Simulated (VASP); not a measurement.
OSZICAR of a VASP run on Re (hcp):

### OSZICAR
```
       N       E                     dE             d eps       ncg     rms          rms(c)
DAV:   1     0.275467174805E+02    0.27547E+02   -0.68891E+03  5391   0.158E+03
DAV:   2    -0.216527391290E+02   -0.49199E+02   -0.41678E+02  4735   0.326E+02
DAV:   3    -0.276676926419E+02   -0.60150E+01   -0.49691E+01  5031   0.254E+02
DAV:   4    -0.279512108638E+02   -0.28352E+00   -0.25295E+00  5426   0.253E+01
DAV:   5    -0.279606773567E+02   -0.94665E-02   -0.91466E-02  5179   0.290E+00    0.513E+01
DAV:   6    -0.269673357382E+02    0.99334E+00   -0.83347E-01  5532   0.270E+01    0.233E+01
DAV:   7    -0.265928436168E+02    0.37449E+00   -0.70895E-01  5708   0.240E+01    0.408E-01
DAV:   8    -0.265823933845E+02    0.10450E-01   -0.70074E-03  5320   0.709E-01    0.130E-01
DAV:   9    -0.265815576861E+02    0.83570E-03   -0.48979E-04  5479   0.227E-01    0.502E-02
DAV:  10    -0.265815576895E+02   -0.33799E-08   -0.60840E-05  4828   0.101E-01    0.499E-03
DAV:  11    -0.265815578693E+02   -0.17983E-06   -0.32695E-07  2738   0.191E-02
   1 F= -.21469789E+02 E0= -.21470412E+02  d E =-.214698E+02
       N       E                     dE             d eps       ncg     rms          rms(c)
DAV:   1    -0.265681609372E+02    0.13397E-01   -0.15271E-01  4488   0.166E+01    0.595E-01
DAV:   2    -0.265670250929E+02    0.11358E-02   -0.15715E-03  5486   0.627E-01    0.253E-01
DAV:   3    -0.265666873205E+02    0.33777E-03   -0.67418E-04  5616   0.514E-01    0.362E-02
DAV:   4    -0.265666893465E+02   -0.20260E-05   -0.18756E-05  4731   0.462E-02    0.128E-02
DAV:   5    -0.265666886223E+02    0.72419E-06   -0.83150E-07  2455   0.309E-02
   2 F= -.21469191E+02 E0= -.21469729E+02  d E =0.598220E-03
       N       E                     dE             d eps       ncg     rms          rms(c)
DAV:   1    -0.265779240322E+02   -0.11235E-01   -0.70251E-02  4470   0.111E+01    0.401E-01
DAV:   2    -0.265773874318E+02    0.53660E-03   -0.74353E-04  5421   0.430E-01    0.169E-01
DAV:   3    -0.265772232176E+02    0.16421E-03   -0.31817E-04  5620   0.353E-01    0.261E-02
DAV:   4    -0.265772238956E+02   -0.67800E-06   -0.85595E-06  4545   0.312E-02
   3 F= -.21469968E+02 E0= -.21470573E+02  d E =-.178636E-03
       N       E                     dE             d eps       ncg     rms          rms(c)
DAV:   1    -0.265773593457E+02   -0.13613E-03   -0.12550E-05  4605   0.169E-01    0.371E-03
DAV:   2    -0.265773592017E+02    0.14397E-06   -0.77024E-08  1965   0.629E-03
   4 F= -.21469967E+02 E0= -.21470573E+02  d E =-.177838E-03
       N       E                     dE             d eps       ncg     rms          rms(c)
DAV:   1    -0.265891298830E+02   -0.11771E-01   -0.22613E-02  4174   0.854E+00    0.466E-01
DAV:   2    -0.265889854307E+02    0.14445E-03   -0.19462E-04  5291   0.397E-01    0.179E-01
DAV:   3    -0.265889371764E+02    0.48254E-04   -0.10336E-04  5336   0.315E-01    0.185E-02
DAV:   4    -0.265889367351E+02    0.44130E-06   -0.38733E-07  2130   0.214E-02
   5 F= -.21469793E+02 E0= -.21470380E+02  d E =0.173976E-03
       N       E                     dE             d eps       ncg     rms          rms(c)
DAV:   1    -0.265798003330E+02    0.91368E-02   -0.14795E-02  4137   0.692E+00    0.366E-01
DAV:   2    -0.265797104661E+02    0.89867E-04   -0.12985E-04  5265   0.320E-01    0.139E-01
DAV:   3    -0.265796833553E+02    0.27111E-04   -0.65805E-05  5327   0.250E-01    0.156E-02
DAV:   4    -0.265796835890E+02   -0.23365E-06   -0.25223E-07  1986   0.180E-02
   6 F= -.21469978E+02 E0= -.21470581E+02  d E =-.116694E-04
```

Problem. Which electronic solver shows in the log?

Solution. It is blocked Davidson (ALGO = Normal, or the opening steps of other solvers). The INCAR had ALGO = Normal.

Problem. Can the final energy be trusted as converged?

Solution. Self-consistency was reached. It stopped with EDIFF = 1E-6, NELM = 100, NSW = 40 and EDIFFG = -0.02 after 6 ionic steps (PBEsol GGA, plane waves, VASP's PBE PAW potentials (set 64)).

The compound is Re in the hcp structure. This run relaxes it under an external pressure of 30 GPa. Symmetry was kept, so distortions that lower it aren't found.
